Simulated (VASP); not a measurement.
Consider the following.

```
CELL_PARAMETERS angstrom
      3.63315     0.00000     0.00000
     -1.81657     3.14640     0.00000
      0.00000     0.00000     4.17531
ATOMIC_POSITIONS crystal
  Y  0.00000 0.00000 0.00000
  Ge 0.66667 0.33333 0.50000
```

Calculation: PBEsol GGA, VASP's PBE PAW potentials (set 64) (plane waves; VASP). Numerical set-up: 400 eV cut-off, Gaussian smearing of 0.050 eV, potentials Y_sv Ge_d.

Question: Give the energies of bands 11 to 15 at the high-symmetry points, in eV from the Fermi level.

Answer: 
| band | Γ | M | K | A | L | H |
|---|---|---|---|---|---|---|
| 11 | -1.03 | -3.70 | -2.77 | -4.55 | -2.53 | -2.88 |
| 12 | 0.00 | -1.30 | -2.18 | 1.76 | -2.42 | -1.93 |
| 13 | 0.70 | -0.27 | -1.07 | 1.76 | -0.14 | -0.87 |
| 14 | 0.70 | 1.67 | 1.45 | 1.81 | 0.54 | 0.73 |
| 15 | 3.85 | 3.10 | 2.68 | 1.81 | 3.91 | 4.04 |

It has no gap at this level: it comes out as a metal or semimetal.

The structure was generated: YGe was put into the WC type (P-6m2), which need not be its known phase. It was relaxed first, which changed the volume by -7 %. The electron count is odd and the run is not spin-polarised, which forces a metal.
